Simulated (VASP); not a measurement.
# Ga2SnSe (I-42d) in VASP: phonons with PBE

Aim: the phonons of Ga2SnSe with PBE.

Everything below comes from runs of VASP 6.6.1. Logs are shortened: lines on timing, memory, paths and dates and some standing lists are left out, and cuts for length are marked.

## (1) The crystal as given

The structure is tetragonal, space group I-42d (No. 122). The conventional cell has a = 6.070 Å, b = 6.070 Å, c = 12.264 Å, α = 90.00°, β = 90.00°, γ = 90.00°. Ga (site symmetry 2) has 2 Se at 2.62 Å and 2 Sn at 2.65 Å as nearest neighbours. Sn (site symmetry -4) is surrounded by 4 Ga at 2.65 Å. Se (site symmetry -4) has 4 Ga at 2.62 Å as nearest neighbours.

The cell was built by a generator and needn't be a form met in nature.

## (2) Phonons, PBE

POSCAR reads:

```
Ga2SnSe
1.0
   -3.0350600000      3.0350600000      6.1319600000
    3.0350600000     -3.0350600000      6.1319600000
    3.0350600000      3.0350600000     -6.1319600000
Ga Sn Se
4 2 2
Direct
    0.1297970000      0.1250000000      0.5047970000
    0.6202030000      0.6250000000      0.4952030000
    0.8750000000      0.3797970000      0.0047970000
    0.3750000000      0.8702030000      0.9952030000
    0.0000000000      0.0000000000      0.0000000000
    0.7500000000      0.2500000000      0.5000000000
    0.5000000000      0.5000000000      0.0000000000
    0.2500000000      0.7500000000      0.5000000000
```

INCAR.step1 reads:

```
SYSTEM = Ga2SnSe
PREC = Accurate
ENCUT = 520
EDIFF = 1E-8
ISMEAR = 0
SIGMA = 0.1
LREAL = .FALSE.
LASPH = .TRUE.
NELM = 100
ALGO = Fast
ISIF = 3
LWAVE = .FALSE.
LCHARG = .FALSE.
GGA = PE
KPAR = 8
IBRION = 2
NSW = 40
EDIFFG = -0.002
```

INCAR.step2 reads:

```
SYSTEM = Ga2SnSe
PREC = Accurate
ENCUT = 520
EDIFF = 1E-8
ISMEAR = 0
SIGMA = 0.1
LREAL = .FALSE.
LASPH = .TRUE.
NELM = 100
ALGO = Fast
ISIF = 2
LWAVE = .FALSE.
LCHARG = .FALSE.
GGA = PE
KPAR = 8
IBRION = 6
NFREE = 2
POTIM = 0.015
NSW = 1
```

KPOINTS reads:

```
Automatic mesh
0
G
  6 6 6
  0 0 0
```

Potentials or basis: VASP PAW PBE potentials, release 64 (Ga_d, Sn_d, Se).

Launch:

```
$ cat potpaw_PBE.64/Ga_d/POTCAR potpaw_PBE.64/Sn_d/POTCAR potpaw_PBE.64/Se/POTCAR > POTCAR
$ cp INCAR.step1 INCAR
$ mpirun -np 8 vasp_std > vasp.out
$ cp CONTCAR POSCAR
$ cp INCAR.step2 INCAR
$ mpirun -np 8 vasp_std > vasp.out
```

OUTCAR:

```text
SYSTEM = Ga2SnSe
   PREC = Accurate
   ENCUT = 520
   EDIFF = 1E-8
   ISMEAR = 0
   LREAL = .FALSE.
   LASPH = .TRUE.
   NELM = 100
   ISIF = 2
   GGA = PE
   IBRION = 6
   NFREE = 2
   POTIM = 0.015
   NSW = 1

 ion  position               nearest neighbor table
   1  0.130  0.125  0.505-   7 2.62   8 2.62   6 2.65   5 2.65
   2  0.620  0.625  0.495-   7 2.62   8 2.62   5 2.65   6 2.65
   3  0.875  0.380  0.005-   7 2.62   8 2.62   5 2.65   6 2.65
   4  0.375  0.870  0.995-   7 2.62   8 2.62   6 2.65   5 2.65
   5  0.000  0.000  0.000-   1 2.65   3 2.65   4 2.65   2 2.65
   6  0.750  0.250  0.500-   3 2.65   1 2.65   2 2.65   4 2.65
   7  0.500  0.500  0.000-   1 2.62   2 2.62   3 2.62   4 2.62
   8  0.250  0.750  0.500-   1 2.62   2 2.62   3 2.62   4 2.62

  LATTYP: Found a body centered tetragonal cell.
 ALAT       =     6.0701200000
 C/A-ratio  =     2.0203752150

  Lattice vectors:

 A1 = (  -3.0350600000,   3.0350600000,   6.1319600000)
 A2 = (   3.0350600000,  -3.0350600000,   6.1319600000)
 A3 = (   3.0350600000,   3.0350600000,  -6.1319600000)

Analysis of symmetry for initial positions (statically):
=====================================================================
 Subroutine PRICEL returns:
 Original cell was already a primitive cell.

 Routine SETGRP: Setting up the symmetry group for a
 body centered tetragonal supercell.

 Subroutine GETGRP returns: Found  8 space group operations
 (whereof  4 operations were pure point group operations)
 out of a pool of 16 trial point group operations.

The static configuration has the point symmetry S_4 .
 The point group associated with its full space group is D_2d.

Analysis of symmetry for dynamics (positions and initial velocities):
=====================================================================
 Subroutine PRICEL returns:
 Original cell was already a primitive cell.

 Routine SETGRP: Setting up the symmetry group for a
 body centered tetragonal supercell.

 Subroutine GETGRP returns: Found  8 space group operations
 (whereof  4 operations were pure point group operations)
 out of a pool of 16 trial point group operations.

The dynamic configuration has the point symmetry S_4 .
 The point group associated with its full space group is D_2d.

 Subroutine INISYM returns: Found  8 space group operations
 (whereof  4 operations are pure point group operations),
 and found     1 'primitive' translations

----------------------------------------------------------------------------------------

                                     Primitive cell

  volume of cell :     225.9404

  direct lattice vectors                    reciprocal lattice vectors
    -3.035060000  3.035060000  6.131960000     0.000000000  0.164741389  0.081539997
     3.035060000 -3.035060000  6.131960000     0.164741389  0.000000000  0.081539997
     3.035060000  3.035060000 -6.131960000     0.164741389  0.164741389  0.000000000

  length of vectors
     7.484925641  7.484925641  7.484925641     0.183816475  0.183816475  0.232979507

  position of ions in fractional coordinates (direct lattice)
     0.129797000  0.125000000  0.504797000
     0.620203000  0.625000000  0.495203000
     0.875000000  0.379797000  0.004797000
     0.375000000  0.870203000  0.995203000
     0.000000000  0.000000000  0.000000000
     0.750000000  0.250000000  0.500000000
     0.500000000  0.500000000  0.000000000
     0.250000000  0.750000000  0.500000000

  ion indices of the primitive-cell ions
   primitive index   ion index
                 1           1
                 2           2
                 3           3
                 4           4
                 5           5
                 6           6
                 7           7
                 8           8

----------------------------------------------------------------------------------------

 KPOINTS: Automatic mesh

Automatic generation of k-mesh.
[... 59 lines left out ...]
   ICHARG =      2    charge: 1-file 2-atom 10-const
   ISPIN  =      1    spin polarized calculation?
   LNONCOLLINEAR =      F non collinear calculations
   LSORBIT =      F    spin-orbit coupling
   LASPH  =      T    aspherical Exc in radial PAW
   ENCUT  =  520.0 eV  38.22 Ry    6.18 a.u.  13.92 13.92 13.92*2*pi/ulx,y,z
   NELM   =    100;   NELMIN=  2; NELMDL=  0     # of ELM steps
   EDIFF  = 0.1E-07   stopping-criterion for ELM
   LREAL  =      F    real-space projection
   EDIFFG = 0.1E-06   stopping-criterion for IOM
   NSW    =    133    number of steps for IOM
   IBRION =      6    ionic relax: 0-MD 1-quasi-New 2-CG
   NFREE  =      2    steps in history (QN), initial steepest desc. (CG)
   ISIF   =      2    stress and relaxation
   ISYM   =      2    0-nonsym 1-usesym 2-fastsym
   POTIM  = 0.0150    time-step for ionic-motion
   TEBEG  =    0.0;   TEEND  =   0.0 temperature during run
   PSTRESS=    0.0 pullay stress
   NELECT =      92.0000    total number of electrons
   NUPDOWN=      -1.0000    fix difference up-down
   EMIN   =  10.00;   EMAX   =-10.00  energy-range for DOS
   EFERMI =   0.00;   METHOD = LEGACY
   ISMEAR =     0;   SIGMA  =   0.10  broadening in eV -4-tet -1-fermi 0-gaus
   EFERMI_NEDOS =   21; number of points for ismear=-14 and -15
   IALGO  =     68    algorithm
   IMIX   =      4    mixing-type and parameters
     AMIX     =   0.40;   BMIX     =  1.00
     AMIX_MAG =   1.60;   BMIX_MAG =  1.00
  volume/ion in A,a.u.               =      28.24       190.59
  Fermi-wavevector in a.u.,A,eV,Ry     =   1.213406  2.293005 20.032595  1.472354
  Thomas-Fermi vector in A             =   2.348859
   LORBIT       =      0    0 simple, 1 ext, 2 COOP (PROOUT), +10 PAW based schemes
   GGA     = PE    functional components
   LHFCALC =     F    Hartree Fock is set to
   AEXX    =    0.0000 exact exchange contribution
   IVDW    =     0    specifies the selected vdW correction
   LEPSILON=     F    determine dielectric tensor
   LRPA    =     F    only Hartree local field effects (RPA)
 finite differences with symmetry
 non-spin polarized calculation
 RMM-DIIS sequential band-by-band and
 Gauss-broadening in eV      SIGMA  =   0.10
  energy-cutoff  :      520.00
  volume of cell :      225.94
 maximum number of plane-waves:      6119
   NGX = 27   NGY = 27   NGZ = 27

--------------------------------------- Ionic step        1  -------------------------------------------

 number of electron      91.9999997 magnetization

 Free energy of the ion-electron system (eV)
  ---------------------------------------------------
  ext. energy  EPLUGINS =         0.00000000
  ---------------------------------------------------
  free energy    TOTEN  =       -28.12105206 eV

  energy without entropy =      -28.12004932  energy(sigma->0) =      -28.12055069

------------------------ aborting loop because EDIFF is reached ----------------------------------------

  FORCE on cell =-STRESS in cart. coord.  units (eV):
  Direction    XX          YY          ZZ          XY          YZ          ZX
  --------------------------------------------------------------------------------------
  -------------------------------------------------------------------------------------
  Total        0.0062836      0.0062836      0.0122100      0.0000000     -0.0000000      0.0000000
  in kB        0.0445580      0.0445580      0.0865832      0.0000000     -0.0000000      0.0000000
  external PRESSURE =       0.0585664 kB  Pullay stress =       0.0000000 kB
[... 107 lines left out ...]
  FREE ENERGIE OF THE ION-ELECTRON SYSTEM (eV)
  ---------------------------------------------------
  free  energy   TOTEN  =       -28.1203770788 eV

  energy  without entropy=      -28.1193755429  energy(sigma->0) =      -28.11987631

[... ionic steps 4 to 12 ...]

--------------------------------------- Ionic step       13  -------------------------------------------

 number of electron      91.9999997 magnetization

------------------------ aborting loop because EDIFF is reached ----------------------------------------
[... 79 lines left out ...]
--------------------------------------- Ionic step       15  -------------------------------------------

 number of electron      91.9999997 magnetization

 Free energy of the ion-electron system (eV)
  ---------------------------------------------------
  ext. energy  EPLUGINS =         0.00000000
  ---------------------------------------------------
  free energy    TOTEN  =       -28.12055246 eV

  energy without entropy =      -28.11954982  energy(sigma->0) =      -28.12005114

 E-fermi :   3.6136     XC(G=0):  -8.9536

 val. band max:        3.5965429271   @ k =   0.0000   0.0000   0.0000
 cond. band min:       4.0282913388   @ k =  -1.0000  -0.0000   0.5000
 fundamental gap:      0.4317484116
 Fermi energy:         3.6136318568

 k-point     1 :       0.0000    0.0000    0.0000
  band No.  band energies     occupation
      1     -17.2205      2.00000
      2     -17.2200      2.00000
      3     -17.2139      2.00000
      4     -17.2116      2.00000
      5     -17.2111      2.00000
      6     -17.2087      2.00000
[... 1381 lines left out ...]
     54       7.1815      0.00000
     55       7.5252      0.00000

 [... further k-points ...]
[... 5 lines left out ...]
  --------------------------------------------------------------------------------------
  -------------------------------------------------------------------------------------
  Total       -0.0285606      0.0427429      0.0129300      0.0362324      0.0000000      0.0000000
  in kB       -0.2025273      0.3030963      0.0916884      0.2569293      0.0000000      0.0000000
  external PRESSURE =       0.0640858 kB  Pullay stress =       0.0000000 kB
[... 23 lines left out ...]
  FREE ENERGIE OF THE ION-ELECTRON SYSTEM (eV)
  ---------------------------------------------------
  free  energy   TOTEN  =       -28.1205524641 eV

  energy  without entropy=      -28.1195498238  energy(sigma->0) =      -28.12005114

 INTERNAL STRAIN TENSORS FROM DISPLACED ATOMS
 ============================================

 INTERNAL STRAIN TENSOR FOR ION    1 for displacements in x,y,z  (eV/Angst):
          X           Y           Z          XY          YZ          ZX
  --------------------------------------------------------------------------------
  x     0.00000     0.00000     0.00000    -3.26967     5.17416     0.00000
  y    -1.74803     0.18293    -1.47934     0.00000     0.00000     5.25749
  z     0.00000    -0.00000    -0.00000     5.08003    -3.20527     0.00000

 INTERNAL STRAIN TENSOR FOR ION    8 for displacements in x,y,z  (eV/Angst):
          X           Y           Z          XY          YZ          ZX
  --------------------------------------------------------------------------------
  x     0.00000     0.00000     0.00000     0.00000    -3.15468    -1.01435
  y     0.00000     0.00000     0.00000     0.00000     1.01434    -3.15469
  z    -2.37710     2.37710     0.00000    -2.41778     0.00000     0.00000

 Eigenvectors and eigenvalues of the dynamical matrix
 ----------------------------------------------------

   1 f  =    6.808806 THz    42.780992 2PiTHz  227.117330 cm-1    28.158947 meV
             X         Y         Z           dx          dy          dz
      1.517530  1.546648 -1.532990    -0.269480   -0.000000    0.301194
      1.517530  1.488412  4.598970     0.269480    0.000000    0.301194
     -1.488412  1.517530  7.664950     0.000000   -0.269480    0.301194
      4.523472  1.517530  1.532990    -0.000000    0.269480    0.301194
      0.000000  0.000000  0.000000     0.000000   -0.000000   -0.411870
     -0.000000  3.035060  3.065980    -0.000000   -0.000000   -0.411870
      0.000000  0.000000  6.131960    -0.000000    0.000000   -0.060731
      3.035060 -0.000000  3.065980    -0.000000   -0.000000   -0.060731
[... 243 lines left out ...]
  24 f/i=    0.016824 THz     0.105707 2PiTHz    0.561182 cm-1     0.069578 meV
             X         Y         Z           dx          dy          dz
      1.517530  1.546648 -1.532990    -0.015488    0.324539    0.000058
      1.517530  1.488412  4.598970    -0.015488    0.324539   -0.000058
     -1.488412  1.517530  7.664950    -0.015856    0.317005   -0.001191
      4.523472  1.517530  1.532990    -0.015856    0.317005    0.001191
      0.000000  0.000000  0.000000    -0.016789    0.419752    0.000000
     -0.000000  3.035060  3.065980    -0.024210    0.419390    0.000000
      0.000000  0.000000  6.131960    -0.014367    0.342067    0.000000
      3.035060 -0.000000  3.065980    -0.019047    0.341838    0.000000

 ELASTIC MODULI CONTR FROM IONIC RELAXATION (kBar)
 Direction    XX          YY          ZZ          XY          YZ          ZX
 --------------------------------------------------------------------------------
 XX         -21.3525     16.2511     -4.8219      0.0000     -0.0000      0.0000
 YY          16.2511    -21.3525     -4.8219     -0.0000      0.0000     -0.0000
 ZZ          -4.8219     -4.8219     -9.1153      0.0000     -0.0000     -0.0000
 XY           0.0000     -0.0000      0.0000   -127.0871      0.0000     -0.0000
 YZ          -0.0000     -0.0000     -0.0000      0.0000   -144.7293     -0.0000
 ZX          -0.0000     -0.0000     -0.0000      0.0000     -0.0000   -144.7294
 --------------------------------------------------------------------------------
```

Run time: 48 min. Hardware: 8 MPI ranks of Intel Xeon 6975P-C (Granite Rapids), shared host; peak memory 1.8 GiB.

What came out:

```yaml
Highest_phonon_frequency_at_Γ_LO-TO_splitting_left_out: 227 cm⁻¹
```

Phonon frequencies in cm⁻¹ (negative: imaginary):
| q point | frequencies |
| --- | --- |
| (0.000, 0.000, 0.000) | -1 -1 0 52 52 64 64 72 74 130 130 133 148 157 163 163 163 187 195 195 198 219 219 227 |
